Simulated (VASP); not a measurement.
Consider the following.

```
Y
1.0
    1.79766    -3.11365     0.00000
    1.79766     3.11365     0.00000
    0.00000     0.00000     5.59279
Y
2
Cartesian
  1.79766   1.03788   1.39820
  1.79766  -1.03788   4.19459
```

Computed with PBEsol GGA, VASP's PBE PAW potentials (set 64) (plane waves; VASP 6.6.1). Run with 500 eV cut-off, 12×12×7 Γ-centred mesh, first-order Methfessel-Paxton smearing of 0.10 eV, potentials Y_sv.

Task: What does the run give for the energy per atom (σ→0), band gap (on the k-mesh) with the smallest direct gap where there is one?

Result: 
```json
{
 "band gap (on the k-mesh)": "none (metal, semimetal or under 0.01 eV)",
 "energy per atom (σ→0)": "-6.816 eV/atom"
}
```

The compound is Y in the hcp structure. It was relaxed first, which changed the volume by -5 %.
